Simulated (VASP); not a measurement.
Computed with PBE GGA, VASP's PBE PAW potentials (set 64) (plane waves; VASP 6.6.1).

The input files of a VASP run:

INCAR:
```
! general
SYSTEM  = VSe2
PREC    = Accurate
ENCUT   = 400
LREAL   = .FALSE.
LASPH   = .TRUE.

! electronic loop
EDIFF   = 1E-3
NELM    = 100
ALGO    = Normal
LMAXMIX = 4

! smearing
ISMEAR  = 0
SIGMA   = 0.05

! functional
GGA     = PE

! spin
ISPIN   = 2
MAGMOM  = 2.0 0.0 0.0

! ions
ISIF    = 2

! output
LWAVE   = .FALSE.
LCHARG  = .FALSE.
LORBIT  = 10
```

File KPOINTS:
```
Automatic mesh
0
Gamma
7 7 7
0 0 0
```

### POSCAR
```
VSe2
1
    1.5802940000     0.9123830000     6.1186630000
   -1.5802940000     0.9123830000     6.1186630000
    0.0000000000    -1.8247660000     6.1186630000
V Se
1 2
Direct
  0.0000000000   0.0000000000   0.0000000000
  0.7523000000   0.7523000000   0.7523000000
  0.5810000000   0.5810000000   0.5810000000
```

POTCAR, in this order: V_sv Se (PBE.64 set). Program: vasp_std.

What VASP printed:

**OUTCAR**
```
 ion  position               nearest neighbor table
   1  0.000  0.000  0.000-   2 2.41   2 2.41   2 2.41   3 2.41   3 2.41   3 2.41
   2  0.752  0.752  0.752-   1 2.41   1 2.41   1 2.41
   3  0.581  0.581  0.581-   1 2.41   1 2.41   1 2.41
  LATTYP: Found a trigonal (rhomboedric) cell.
 ALAT       =     6.3849674058
 COS(alpha) =     0.8774852413
 Subroutine PRICEL returns:
 Original cell was already a primitive cell.
 Subroutine GETGRP returns: Found  6 space group operations
The static configuration has the point symmetry C_3v.
The dynamic configuration has the point symmetry C_3v.
The overall configuration has the point symmetry C_3v.
 Subroutine INISYM returns: Found  6 space group operations
 Subroutine IBZKPT returns following result:
 Found     44 irreducible k-points:

 Following reciprocal coordinates:
            Coordinates               Weight
  0.000000  0.000000  0.000000      1.000000
  0.142857 -0.000000 -0.000000      6.000000
  0.285714  0.000000 -0.000000      6.000000
  0.428571 -0.000000  0.000000      6.000000
  0.142857  0.142857 -0.000000      6.000000
  0.285714  0.142857  0.000000     12.000000
  0.428571  0.142857  0.000000     12.000000
 -0.428571  0.142857  0.000000     12.000000
 -0.285714  0.142857  0.000000     12.000000
 -0.142857  0.142857  0.000000      6.000000
  0.285714  0.285714 -0.000000      6.000000
  0.428571  0.285714 -0.000000     12.000000
 -0.428571  0.285714 -0.000000     12.000000
 -0.285714  0.285714  0.000000      6.000000
  0.428571  0.428571  0.000000      6.000000
 -0.428571  0.428571  0.000000      6.000000
  0.142857  0.142857  0.142857      2.000000
  0.285714  0.142857  0.142857      6.000000
  0.428571  0.142857  0.142857      6.000000
 -0.428571  0.142857  0.142857      6.000000
 -0.285714  0.142857  0.142857      6.000000
...
```

### OSZICAR
```
       N       E                     dE             d eps       ncg     rms          rms(c)
DAV:   1     0.174953060842E+03    0.17495E+03   -0.10893E+04  3096   0.116E+03
DAV:   2    -0.945106586081E+01   -0.18440E+03   -0.18164E+03  3377   0.338E+02
DAV:   3    -0.193841645586E+02   -0.99331E+01   -0.96895E+01  3473   0.738E+01
DAV:   4    -0.195399917937E+02   -0.15583E+00   -0.15549E+00  3445   0.882E+00
DAV:   5    -0.195411480361E+02   -0.11562E-02   -0.11560E-02  3556   0.808E-01    0.240E+01
DAV:   6    -0.210715372500E+02   -0.15304E+01   -0.48677E+01  3194   0.525E+01    0.178E+01
DAV:   7    -0.184546924603E+02    0.26168E+01   -0.51117E+01  3602   0.548E+01    0.109E+01
DAV:   8    -0.178318466515E+02    0.62285E+00   -0.28156E+00  3246   0.130E+01    0.448E+00
DAV:   9    -0.177722994363E+02    0.59547E-01   -0.32751E-01  3525   0.415E+00    0.121E+00
DAV:  10    -0.177707506267E+02    0.15488E-02   -0.46736E-02  3400   0.161E+00    0.516E-01
DAV:  11    -0.177701755276E+02    0.57510E-03   -0.18307E-02  3291   0.963E-01    0.143E-01
DAV:  12    -0.177701969781E+02   -0.21451E-04   -0.10006E-03  1496   0.257E-01
   1 F= -.17770197E+02 E0= -.17769649E+02  d E =-.109560E-02  mag=     0.5076
```

**OUTCAR**
```
------------------------ aborting loop because EDIFF is reached ----------------------------------------
  FORCE on cell =-STRESS in cart. coord.  units (eV):
  Direction    XX          YY          ZZ          XY          YZ          ZX
  --------------------------------------------------------------------------------------
  Total        4.9144986      4.9144968      3.9353767      0.0000000      0.0000000      0.0000000
  in kB      148.7534134    148.7533592    119.1170780      0.0000000      0.0000000      0.0000000
  external PRESSURE =     138.8746169 kB  Pullay stress =       0.0000000 kB
  volume of cell :       52.93
      direct lattice vectors                 reciprocal lattice vectors
     1.580294000  0.912383000  6.118663000     0.316396822  0.182671824  0.054478132
    -1.580294000  0.912383000  6.118663000    -0.316396822  0.182671824  0.054478132
     0.000000000 -1.824766000  6.118663000     0.000000000 -0.365343648  0.054478132
 POSITION                                       TOTAL-FORCE (eV/Angst)
 -----------------------------------------------------------------------------------
      0.00000      0.00000      0.00000         0.000000      0.000000      0.060724
      0.00000      0.00000     13.80921         0.000000     -0.000000      0.893389
      0.00000      0.00000     10.66483         0.000000      0.000000     -0.954113
 -----------------------------------------------------------------------------------
    total drift:                               -0.000000      0.000010     -0.000211
  FREE ENERGIE OF THE ION-ELECTRON SYSTEM (eV)
  ---------------------------------------------------
  free  energy   TOTEN  =       -17.7701969781 eV

  energy  without entropy=      -17.7691013805  energy(sigma->0) =      -17.76964918

 total charge

# of ion       s       p       d       tot
------------------------------------------
    1        2.253   6.257   3.188  11.698
    2        1.484   2.365   0.070   3.919
    3        1.484   2.365   0.069   3.919
--------------------------------------------------
tot          5.222  10.987   3.327  19.535

 magnetization (x)

# of ion       s       p       d       tot
------------------------------------------
    1        0.004   0.006   0.449   0.459
    2       -0.001  -0.012   0.003  -0.010
    3       -0.000  -0.013   0.003  -0.010
--------------------------------------------------
tot          0.004  -0.019   0.455   0.439
```
(Selected blocks of OUTCAR.)

File OUTCAR:
```
 val. band max:        6.4877276195   @ k =   0.1429  -0.0000  -0.0000

 cond. band min:       6.5371984972   @ k =   0.0000   0.0000   0.0000


 Fermi energy:         6.4896053194

 spin component 1

 k-point     1 :       0.0000    0.0000    0.0000
  band No.  band energies     occupation
      1     -57.8120      1.00000
      2     -31.6691      1.00000
      3     -31.6691      1.00000
      4     -31.6510      1.00000
      5      -8.6478      1.00000
      6      -7.0105      1.00000
      7      -0.0986      1.00000
      8       4.8635      1.00000
      9       4.8635      1.00000
     10       5.8409      1.00000
     11       5.8409      1.00000
     12       6.0962      1.00000
     13       6.4262      0.96350
     14       9.5575      0.00000
     15       9.5575      0.00000
     16       9.9394      0.00000
     17       9.9394      0.00000

 k-point     2 :       0.1429   -0.0000   -0.0000
  band No.  band energies     occupation
      1     -57.8085      1.00000
      2     -31.6995      1.00000
      3     -31.6760      1.00000
      4     -31.6443      1.00000
      5      -8.3237      1.00000
      6      -6.8031      1.00000
      7       0.2669      1.00000
      8       4.0908      1.00000
      9       4.8978      1.00000
     10       5.0635      1.00000
     11       5.4321      1.00000
     12       6.0808      1.00000
     13       6.4877      0.52118
     14       8.7336      0.00000
     15       9.1066      0.00000
     16       9.4348      0.00000
     17       9.7460      0.00000

 k-point     3 :       0.2857    0.0000   -0.0000
  band No.  band energies     occupation
      1     -57.8013      1.00000
      2     -31.7683      1.00000
      3     -31.6918      1.00000
      4     -31.6294      1.00000
      5      -7.4550      1.00000
      6      -6.2561      1.00000
      7       1.0909      1.00000
      8       2.3135      1.00000
      9       3.1663      1.00000
...
```

The moments were started parallel, and other spin orders were not tried in this run.

The structure was generated: VSe2 was put into the 3R-MoS2 type (R3m), which need not be its known phase. The cell was not relaxed at this level. The k-mesh is coarse (spacing up to 0.33 per Å, 2π included), so the numbers may not be converged in it. The run is one of a series of settings (EDIFF = 1E-3 against the base run), some of them coarse on purpose.
